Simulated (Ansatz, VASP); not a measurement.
## BAs in two plane-wave programs

Aim: how closely do two programs agree when they are given the same cell, functional and k mesh? The cell is taken from a series of runs on this material, whose earlier steps may have relaxed, scaled, displaced or heated it; both programs get it as it stands.

Calculated with Ansatz 0.2.0; plane waves, with VASP 6.6.1 beside it; zone-centre phonons at PBE.

## 1. Set-up

Symmetry: F-43m, No. 216, cubic system. The conventional cell has a = 4.744 Å, b = 4.744 Å, c = 4.744 Å, α = 90.00°, β = 90.00°, γ = 90.00°. Nearest to B lie 4 As at 2.05 Å. As has 4 B at 2.05 Å nearest. Farther neighbours are not listed.

## 2. Ansatz: zone-centre phonons, PBE, pair 1

Ansatz runs on its PAW soft_1 files.

Second derivatives magnify differences that forces hide, and they need a tight electronic threshold.

Contents of input.yaml:

```yaml
crystal:
  lattice:
    - [0.0, 2.3721645678, 2.3721645678]
    - [2.3721645678, 0.0, 2.3721645678]
    - [2.3721645678, 2.3721645678, 0.0]
  atoms:
    - { symbol: B, position: [0.0, 0.0, 0.0] }
    - { symbol: As, position: [0.75, 0.75, 0.75] }
kpoints:
  mp_grid: { grid: [12, 12, 12] }
hamiltonian:
  xc: pbe
  pseudopotentials: { kind: paw, azcp: { folder: soft_1 } }
scf:
  occupations: { method: fixed }
output:
  eigenvalues: true
phonons:
  method: dfpt
  dielectric: true
  rigid_motions: translations
```

Launch:

```
ansatz run input.yaml --threads 4 --pin off --max-ram 10240MiB --backend cpu --events-out ev --progress --plain --runs-dir out
```

Numbers of over 12 decimals in the logs are rounded to 6 here.

The program printed:

```text
Engine: ansatz 0.2.0, aarch64-unknown-linux-gnu
Pseudopotentials: kind: paw
Pseudopotential: B, paw, valence charge 3, recommended cutoff 420 eV (normal), soft_1/B.paw.azcp
Pseudopotential: As, paw, valence charge 15, recommended cutoff 420 eV (normal), soft_1/As.paw.azcp
Functional definition: PBE
  parameter kappa = 0.804
  parameter beta = 0.066725
  exchange = pbe_x(kappa = kappa, mu = beta*pi^2/3)
  correlation = pbe_c(beta = beta)
Crystal: 2 atoms, lattice volume = 26.697 Å³
Basis set: ecut = 420 eV, 531 PW (Γ), exchange–correlation on 48×48×48 points (8 copies of the dense FFT grid, shifted against one another)
Bands: 13, of which v1, the nominal top of the filled ones, is band 9 counted from 1 (8 counted from 0)
Symmetry: 24 space group operations
k-points: 280 of 1728 (irreducible under 4 space group operations, time reversal used)
Non-local potential: B, projectors of the file, l = 0: 2, l = 1: 2, l = 2: 1
Non-local potential: As, projectors of the file, l = 0: 2, l = 1: 2, l = 2: 3, l = 3: 1
PAW form: soft (Blöchl's): semilocal exchange-correlation on the pseudo side does not see the compensation charge
PAW one-centre angular grid: B, 110 points (default); XC on 64 Gauss nodes
PAW one-centre angular grid: As, 590 points (default); XC on 64 Gauss nodes
Initial density: superposition of atomic densities (chi_scale 0.1, normalization cell, long waves kept (reshape's long-wave potential 0.00 eV rms))
Initial wavefunctions: pseudopotential atomic-orbital guess
Functional: x = pbe(κ = 0.804, μ = 0.219515), c = pbe(β = 0.066725)
SCF iter   1: F=—  HF=-5012.767044 eV  |F-HF|=—  |Δ(HF+E_count)|=         —  Δρ=8.08e-2  dr2=2.25e0  ethr=3.10e-3  ⟨swp⟩=4.2  Hψ=18473  notcnv=0  defer=331
preconditioner: auto → none  [insulator: Δε(μ)=1.769 eV  Ē_g=12.617 eV  n_scr=8 (ndim 8)  ℏωp=20.3 eV  f_vac=0.000  ε∞_Penn≈3.6]
SCF iter   2: F=—  HF=-5012.122761 eV  |F-HF|=—  |Δ(HF+E_count)|=   6.44e-1  Δρ=2.60e-2  dr2=1.53e-1  ethr=3.10e-3  ⟨swp⟩=2.5  Hψ=7944  notcnv=0  defer=459
SCF iter   3: F=—  HF=-5012.093022 eV  |F-HF|=—  |Δ(HF+E_count)|=   2.97e-2  Δρ=1.13e-2  dr2=2.26e-2  ethr=8.52e-4  ⟨swp⟩=2.8  Hψ=6303  notcnv=0  defer=521
SCF iter   4: F=—  HF=-5012.093088 eV  |F-HF|=—  |Δ(HF+E_count)|=   6.60e-5  Δρ=4.79e-3  dr2=4.84e-3  ethr=1.26e-4  ⟨swp⟩=3.0  Hψ=5808  notcnv=0  defer=539
SCF iter   5: F=—  HF=-5012.092242 eV  |F-HF|=—  |Δ(HF+E_count)|=   8.46e-4  Δρ=1.10e-3  dr2=2.48e-4  ethr=2.69e-5  ⟨swp⟩=3.0  Hψ=6739  notcnv=0  defer=543
SCF iter   6: F=—  HF=-5012.092252 eV  |F-HF|=—  |Δ(HF+E_count)|=   9.89e-6  Δρ=1.38e-4  dr2=3.73e-6  ethr=1.38e-6  ⟨swp⟩=3.0  Hψ=6735  notcnv=0  defer=543
SCF iter   7: F=—  HF=-5012.092254 eV  |F-HF|=—  |Δ(HF+E_count)|=   2.45e-6  Δρ=7.91e-6  dr2=1.30e-8  ethr=2.07e-8  ⟨swp⟩=2.0  Hψ=4760  notcnv=0  defer=3
SCF iter   8: F=—  HF=-5012.092254 eV  |F-HF|=—  |Δ(HF+E_count)|=   1.42e-7  Δρ=4.89e-7  dr2=5.69e-11  ethr=1.00e-12  ⟨swp⟩=5.8  Hψ=23474  notcnv=0
SCF iter   9: F=-5012.092254 eV  HF=-5012.092254 eV  |F-HF|=6.37e-12  |Δ(HF+E_count)|=  1.36e-11  Δρ=8.68e-8  dr2=1.57e-12  ethr=1.00e-12  ⟨swp⟩=6.0  Hψ=15655  notcnv=0
SCF 1 converged in 9 iterations: F = -5012.092254 eV  dr2 = 1.57e-12
  greatest PAW one-centre occupation: 0.999 electrons in one spin orbital (limit 2), on the As atom at site 1 (counted from 0), in its partial waves of l = 2
NSCF: frozen V_eff on 1 k-points
DFPT response loops at Γ: preconditioner auto → none (the input reference at scf.mixing.eps_inf says where Resta's filter doesn't serve); β = 0.50; Broyden in place of MSR1
── the response to a field inside a basis, on 12×12×12 k-points: an SCF that follows is theirs, and a resumed run solves both again ──
Bands: 10, of which v1, the nominal top of the filled ones, is band 9 counted from 1 (8 counted from 0)
k-points: 182 of 1728 (irreducible under 6 space group operations, time reversal used)
Initial density: handed on by an earlier stage of this run
Initial wavefunctions: pseudopotential atomic-orbital guess (no wavefunctions were taken with the density)
Eigensolver: Dense (182 Hₖ)
SCF iter   1: F=—  HF=-5012.091557 eV  |F-HF|=—  |Δ(HF+E_count)|=         —  Δρ=1.22e-4  dr2=9.16e-7  ethr=1.00e-1
preconditioner: auto → none  [insulator: Δε(μ)=1.325 eV  Ē_g=9.809 eV  n_scr=8 (ndim 8)  ℏωp=20.3 eV  f_vac=0.001  ε∞_Penn≈5.3]
SCF iter   2: F=—  HF=-5012.091558 eV  |F-HF|=—  |Δ(HF+E_count)|=   1.20e-6  Δρ=6.55e-5  dr2=3.03e-7  ethr=5.09e-9
SCF iter   3: F=-5012.091558 eV  HF=-5012.091558 eV  |F-HF|=2.12e-8  |Δ(HF+E_count)|=   4.95e-7  Δρ=1.24e-5  dr2=2.43e-8  ethr=1.68e-9
SCF 1 converged in 3 iterations: F = -5012.091558 eV  dr2 = 2.43e-8
DFPT response loops at Γ: mixed as the last ones told, above
SCF converged after 9 iterations
Free energy (F): -5012.092254 eV
Harris-Foulkes:  -5012.092254 eV  (|F-HF|=6.37e-12)
Internal energy: -5012.092254 eV  (E = F + TS)
E sigma→0 (E₀):  -5012.092254 eV
Fermi energy:    11.023021 eV
--- Per-component energies (eV) ---
  E_band       = -213.222325
  E_kinetic    = 147.836631
  E_local      = -1936.282219  (includes V_loc(G=0)·N_el)
  E_nonlocal   = -384.194592
  E_hartree    = 1094.359210
  E_xc         = -103.717533
  E_vxc        = -113.120084  (∫ρ·V_xc dr)
  E_paw        = -2092.434556  (= ΣΔE_a)
  E_vpaw       = -116.180454  (= ΣTr[D̂ρ^β])
  E_aug_tail   = 0.000004  (compensation charges beyond the density's cutoff)
  E_ewald      = -1737.659198
  E_smearing   = -0.000000  (= −TS)
  E_closure    = 0.000000  (closes the sum)
  Σ components = -5012.092254   (vs F -5012.092254, Δ=0.00e0)
--- Band table (eV; the first three rows and the last of 280) ---
  k-point 0: bands = [... 5 lower, -4.5673, 11.0230, 11.0230, 11.0230, 14.3287, 14.3287, 14.3287, 15.9545]
  k-point 1: bands = [... 5 lower, -4.4511, 9.9759, 10.7992, 10.7992, 14.5079, 14.6233, 14.6233, 16.5496]
  k-point 2: bands = [... 5 lower, -4.1060, 8.0330, 10.3269, 10.3269, 14.4177, 15.2341, 15.2341, 17.8501]
  k-point 279: bands = [... 5 lower, -0.1117, 2.8772, 5.4155, 5.7151, 16.2930, 17.0758, 17.8841, 18.1971]
--- Phonons (Γ-DFPT): 2 representative perturbations + reference, on 280 of 1728 k-points (Σ response iterations 6) ---
  k mesh reduced under 4 symmetry operations, with k and −k counted as one. Each operation leaves every solved perturbation unchanged. A smaller set is not considered because the run solves the response to a homogeneous field
  ASR residual: 5.699e-5 → 0.000e0 eV/Å²; symmetrization residual: 5.436e-7 eV/Å²
  ASR residual per site (eV/Å²): 5.70e-5 4.02e-6
  Γ frequencies (cm⁻¹): 0.00 0.00 0.00 705.38 705.38 705.38
  ε∞ (high-frequency dielectric tensor):
        9.691986     0.000000    -0.000000
        0.000000     9.691986     0.000000
       -0.000000     0.000000     9.691986
  ε⁰ (static dielectric tensor: ions relaxed, cell fixed):
        9.814920     0.000000    -0.000000
        0.000000     9.814920     0.000000
       -0.000000     0.000000     9.814920
  ε⁰ − ε∞ (ionic part):
        0.122934     0.000000    -0.000000
        0.000000     0.122934     0.000000
       -0.000000     0.000000     0.122934
  softest optical mode at Γ: 705.38 cm⁻¹; the repairs (sum rule, projections) moved no ω² at Γ by more than (1.23 cm⁻¹)²
  Born effective charges Z* (e; rows j = field, columns β = displacement):
    site 0:
        -0.55992   -0.00000    0.00000
        -0.00000   -0.55992   -0.00000
         0.00000   -0.00000   -0.55992
    site 1:
         0.55992    0.00000   -0.00000
         0.00000    0.55992    0.00000
        -0.00000    0.00000    0.55992
  Z* charge neutrality: 2.688e-4 e pre-enforcement
  solved inside a basis spanned on kpoints, on 12×12×12 k-points, its susceptibility summed on 16×16×16: ε∞ is read to err by 2.8e-2, Z* by 1.6e-2 e (field_mesh: kpoints solves on kpoints); Z* is corrected for what the basis lacks
  optical modes at Γ without the LO–TO term, one row a degenerate level:
      ω (cm⁻¹)  modes    IR ((D/Å)²/amu)
        705.38      3             2.2969
  optical modes at Γ + LO–TO along q̂ = [1.0000, 0.0000, 0.0000]:
      ω (cm⁻¹)  modes    IR ((D/Å)²/amu)
        705.38      2             1.5313
        709.84      1             0.7656
  optical modes at Γ + LO–TO along q̂ = [0.0000, 1.0000, 0.0000]:
      ω (cm⁻¹)  modes    IR ((D/Å)²/amu)
        705.38      2             1.5313
        709.84      1             0.7656
  optical modes at Γ + LO–TO along q̂ = [0.0000, 0.0000, 1.0000]:
      ω (cm⁻¹)  modes    IR ((D/Å)²/amu)
        705.38      2             1.5313
        709.84      1             0.7656
```

In the SCF lines HF is the Harris–Foulkes energy and dr2 the Hartree energy of the density residual, in eV; the loop may stop once dr2 is under the threshold and the program's other checks hold. Hψ counts applications of the Hamiltonian.

(Part 1 of 3 ends here.)

[Lines on the potential files, build, host, timing and source positions are cut from VASP's logs without a mark.]

[Logs are printed without paths, hosts, clocks, repeated set-up lines and the standing remarks that a program may print on its own settings, such as how far it seeks lower states.]

[Hosts, paths, dates, database ids (printed as entryN), source tags and the programs' standing remarks are cut or masked in the printed files.]
